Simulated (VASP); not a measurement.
Output of a VASP run:

File OSZICAR:
```
       N       E                     dE             d eps       ncg     rms          rms(c)
DAV:   1     0.385722259578E+03    0.38572E+03   -0.10985E+04  4074   0.164E+03
DAV:   2     0.928740596091E+01   -0.37643E+03   -0.37085E+03  5780   0.683E+02
DAV:   3    -0.143331783439E+02   -0.23621E+02   -0.23191E+02  6849   0.211E+02
DAV:   4    -0.147335147891E+02   -0.40034E+00   -0.39815E+00  6193   0.226E+01
DAV:   5    -0.147442140000E+02   -0.10699E-01   -0.10691E-01  6809   0.370E+00    0.830E+00
DAV:   6    -0.136218468081E+02    0.11224E+01   -0.25443E+00  5100   0.222E+01    0.250E+00
DAV:   7    -0.134636245341E+02    0.15822E+00   -0.60511E-01  5345   0.976E+00    0.737E-01
DAV:   8    -0.134499955658E+02    0.13629E-01   -0.23781E-02  5477   0.246E+00    0.204E-01
DAV:   9    -0.134492669036E+02    0.72866E-03   -0.47873E-03  5582   0.887E-01    0.190E-02
DAV:  10    -0.134492876562E+02   -0.20753E-04   -0.85956E-05  6760   0.156E-01    0.523E-03
DAV:  11    -0.134492884708E+02   -0.81455E-06   -0.16647E-06  6633   0.177E-02    0.126E-03
DAV:  12    -0.134492887428E+02   -0.27197E-06   -0.16285E-07  3943   0.586E-03    0.753E-04
DAV:  13    -0.134492886585E+02    0.84303E-07   -0.19095E-08  2823   0.285E-03
   1 F= -.13449289E+02 E0= -.13449289E+02  d E =0.000000E+00
```

File OUTCAR:
```
------------------------ aborting loop because EDIFF is reached ----------------------------------------
  FORCE on cell =-STRESS in cart. coord.  units (eV):
  Direction    XX          YY          ZZ          XY          YZ          ZX
  --------------------------------------------------------------------------------------
  Total       -0.0212853     -0.0212853     -0.0595738      0.0000000      0.0000000      0.0000000
  in kB       -0.7548412     -0.7548412     -2.1126669      0.0000000      0.0000000      0.0000000
  external PRESSURE =      -1.2074498 kB  Pullay stress =       0.0000000 kB
  volume of cell :       45.18
      direct lattice vectors                 reciprocal lattice vectors
     1.616217667 -2.799371036  0.000000000     0.309364271 -0.178611550  0.000000000
     1.616217667  2.799371036  0.000000000     0.309364271  0.178611550  0.000000000
     0.000000000  0.000000000  4.992806189     0.000000000  0.000000000  0.200288167
 POSITION                                       TOTAL-FORCE (eV/Angst)
 -----------------------------------------------------------------------------------
      1.61622      0.93313      1.24820        -0.000000      0.000000      0.000000
      1.61622     -0.93313      3.74460         0.000000     -0.000000      0.000000
 -----------------------------------------------------------------------------------
    total drift:                                0.000108      0.000668     -0.000016
  FREE ENERGIE OF THE ION-ELECTRON SYSTEM (eV)
  ---------------------------------------------------
  free  energy   TOTEN  =       -13.4492886585 eV

  energy  without entropy=      -13.4492886585  energy(sigma->0) =      -13.44928866

 total charge

# of ion       s       p       d       tot
------------------------------------------
    1        2.298   6.111   1.092   9.501
    2        2.298   6.111   1.092   9.501
--------------------------------------------------
tot          4.595  12.223   2.185  19.003
```
(Selected blocks of OUTCAR.)

### POSCAR
```
Sc
1
    1.6162176675    -2.7993710359     0.0000000000
    1.6162176675     2.7993710359    -0.0000000000
    0.0000000000    -0.0000000000     4.9928061894
Sc
2
Direct
  0.3333330000   0.6666670000   0.2500000000
  0.6666670000   0.3333330000   0.7500000000
```

Task: Write an INCAR and KPOINTS that could have produced this output.

Result: This is not unique; one that fits is the input of the run itself, LDA (Ceperley-Alder, Perdew-Zunger), plane waves, VASP's LDA PAW potentials (set 64).

### KPOINTS
```
Regular mesh
0
gamma
15 15 8
0 0 0
```

### INCAR
```
SYSTEM=Sc
PREC=Accurate; ENCUT=520; LREAL=.FALSE.
LASPH=.TRUE.
EDIFF=1E-7; NELM=100; ALGO=Normal
LMAXMIX=4
ISMEAR=-5
ISIF=2
LWAVE=.FALSE.; LCHARG=.TRUE.; LORBIT=11
NEDOS=601
```

POTCAR, in this order: Sc_sv (LDA.64 set). Program: vasp_std.

For a metal the tetrahedron method with Blöchl corrections gives inexact stress and forces.

The compound is Sc in the hcp structure. It was relaxed first, which changed the volume by -10 %.
